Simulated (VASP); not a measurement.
Consider the following.

```
CELL_PARAMETERS angstrom
      3.37892     0.00000     0.00000
     -1.68946     2.92623     0.00000
      0.00000     0.00000     3.29766
ATOMIC_POSITIONS crystal
  V  0.00000 0.00000 0.00000
  Ge 0.66667 0.33333 0.50000
```
Starting moments (μB, in the order of the record's atoms V Ge): 2.0 0.0.

Level of theory: PBEsol GGA, VASP's PBE PAW potentials (set 64) (plane waves; VASP). Run with 400 eV cut-off, 11×11×10 Γ-centred mesh, first-order Methfessel-Paxton smearing of 0.10 eV, potentials V_sv Ge_d.

Energy and stress use the plane-wave basis of the starting cell.

Problem. The ions, cell shape and volume are relaxed. What does this cell relax into?

Solution. 
```
CELL_PARAMETERS angstrom
      2.87876     0.00000     0.00000
     -1.43938     2.49308     0.00000
      0.00000     0.00000     3.90322
ATOMIC_POSITIONS crystal
  V  0.00000 0.00000 0.00000
  Ge 0.66667 0.33333 0.50000
```
Space group P-6m2 (187), at a tolerance of 0.03 Å. The cell ends with 0.00 μB, on the sites 0.00 0.00 μB.

Problem. How do energy and volume change from the first to the last step?

Solution. The energy (σ→0) changes by -264.9 meV/atom and the volume by -14.1 %, in 14 ionic steps.

The structure was generated: VGe was put into the WC type (P-6m2), which need not be its known phase. This run relaxes it. Symmetry was kept, so distortions that lower it aren't found.
